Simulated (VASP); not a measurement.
Consider the following.

```yaml
crystal:
  lattice:
    - [1.88634, -3.26723, 0.00000]
    - [1.88634, 3.26723, 0.00000]
    - [0.00000, 0.00000, 4.87251]
  atoms:
    - { symbol: Pt, position: [0.00000, 0.00000, 0.00000] }
    - { symbol: Se, position: [0.33333, 0.66667, 0.26360] }
    - { symbol: Se, position: [0.66667, 0.33333, 0.73640] }
```

Computed with vdW-DF-cx, VASP's PBE PAW potentials (set 64) (plane waves; VASP). Settings: 520 eV cut-off, Gaussian smearing of 0.050 eV, potentials Pt Se.

Question: Give the energies of bands 3 to 14 at the high-symmetry points, in eV from the Fermi level.

Answer: 
| band | Γ | M | K | A | L | H |
|---|---|---|---|---|---|---|
| 3 | -7.13 | -7.15 | -6.93 | -6.16 | -7.56 | -6.42 |
| 4 | -6.25 | -5.55 | -5.97 | -6.16 | -6.03 | -6.42 |
| 5 | -6.25 | -5.18 | -5.97 | -5.07 | -5.88 | -6.03 |
| 6 | -3.85 | -3.90 | -4.60 | -3.90 | -4.68 | -4.42 |
| 7 | -3.85 | -3.81 | -4.60 | -3.90 | -3.43 | -4.35 |
| 8 | -2.54 | -3.70 | -3.65 | -2.97 | -3.40 | -4.35 |
| 9 | -1.06 | -3.38 | -2.37 | -1.78 | -3.13 | -3.51 |
| 10 | -1.06 | -3.31 | -1.75 | -1.72 | -2.65 | -2.53 |
| 11 | 0.68 | -2.97 | -1.75 | -1.72 | -1.19 | -2.53 |
| 12 | 1.04 | 0.43 | -0.12 | 2.21 | 0.58 | 2.18 |
| 13 | 1.04 | 2.37 | -0.12 | 2.21 | 1.36 | 2.18 |
| 14 | 3.30 | 4.87 | 3.76 | 4.85 | 4.73 | 6.42 |

It has no gap at this level: it comes out as a metal or semimetal.

The compound is PtSe2 in the 1T layered structure. It was relaxed first.
